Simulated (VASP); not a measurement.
Here is the system:

```
TiWP2
1.0
   -1.59989     1.63335     5.50419
    1.59989    -1.63335     5.50419
    1.59989     1.63335    -5.50419
Ti P W
1 2 1
Direct
  0.99709   0.99709   0.00000
  0.66434   0.16434   0.50000
  0.41854   0.41854   0.00000
  0.25203   0.75203   0.50000
```

Computed with PBEsol GGA, VASP's PBE PAW potentials (set 64) (plane waves; VASP 6.6.1). Run with 400 eV cut-off, 15×15×15 Γ-centred mesh, tetrahedra with Blöchl corrections, potentials Ti_sv P W_sv.

Unless said otherwise, spin-orbit coupling is left out, though it shifts the bands of the heavy elements here.

Task: What does the run give for the energy per atom (σ→0), band gap (on the k-mesh) with the smallest direct gap where there is one?

Result: 
- band gap (on the k-mesh): none (metal, semimetal or under 0.01 eV)
- energy per atom (σ→0): -9.332 eV/atom

The structure comes from a computed database's TiP2W entry (Imm2); how it stands against other phases isn't given here. It was relaxed first.
